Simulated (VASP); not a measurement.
Here is the system:

```
Pb
1.0
    0.00000     2.50515     2.50515
    2.50515     0.00000     2.50515
    2.50515     2.50515     0.00000
Pb
1
Direct
  0.00000   0.00000   0.00000
```

These are optB88-vdW, VASP's PBE PAW potentials (set 64) (plane waves; VASP) values and carry that method's errors. Run with 520 eV cut-off, 14×14×14 Γ-centred mesh, tetrahedra with Blöchl corrections, potentials Pb_d.

Unless said otherwise, spin-orbit coupling is left out, though it shifts the bands of the heavy elements here.

Question: Tabulate the total density of states (states/eV per cell) against energy (eV; zero at the valence-band maximum or, without a gap, the Fermi level).

Answer: 
(E (eV), DOS (states/eV)): (-9.98, 0.28); (-9.62, 0.32); (-9.26, 0.37); (-8.90, 0.43); (-8.66, 0.49); (-8.30, 0.73); (-7.94, 0.75); (-7.58, 0.70); (-7.22, 0.75); (-6.86, 0.04); (-6.50, 0.00); (-6.14, 0.00); (-5.90, 0.00); (-5.54, 0.00); (-5.18, 0.00); (-4.82, 0.00); (-4.46, 0.00); (-4.10, 0.00); (-3.74, 0.14); (-3.38, 0.24); (-3.14, 0.29); (-2.78, 0.51); (-2.42, 0.87); (-2.06, 0.97); (-1.70, 0.56); (-1.34, 0.34); (-0.98, 0.51); (-0.62, 0.56); (-0.38, 0.52); (-0.02, 0.53); (0.34, 0.55); (0.70, 0.56); (1.06, 0.64); (1.42, 0.70); (1.78, 0.79); (2.14, 0.84); (2.38, 0.83); (2.74, 0.77); (3.10, 0.75); (3.46, 0.70)
Within 2 eV below the Fermi level the largest weight inside VASP's projection spheres is Pb p, then Pb s.

The compound is Pb in the fcc structure. It was relaxed first.
